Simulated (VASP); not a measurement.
Given:

```
BeTe
1.0
    0.00000     2.79832     2.79832
    2.79832     0.00000     2.79832
    2.79832     2.79832     0.00000
Be Te
1 1
Direct
  0.00000   0.00000   0.00000
  0.25000   0.25000   0.25000
```

Method: PBE GGA with D4 dispersion, VASP's PBE PAW potentials (set 64) (plane waves; VASP). Run with 520 eV cut-off, Gaussian smearing of 0.050 eV, potentials Be Te.

Unless said otherwise, spin-orbit coupling is left out, though it shifts the bands of the heavy elements here.

Task: Predict the band gap (along the path) with the smallest direct gap where there is one.

Result: 
```yaml
band gap (along the path): 1.93 eV
smallest direct gap (along the path): 3.59 eV
```

The absolute energy has meaning only against runs of the same code, potentials and settings.

The compound is BeTe in the zinc blende structure. It was relaxed first.
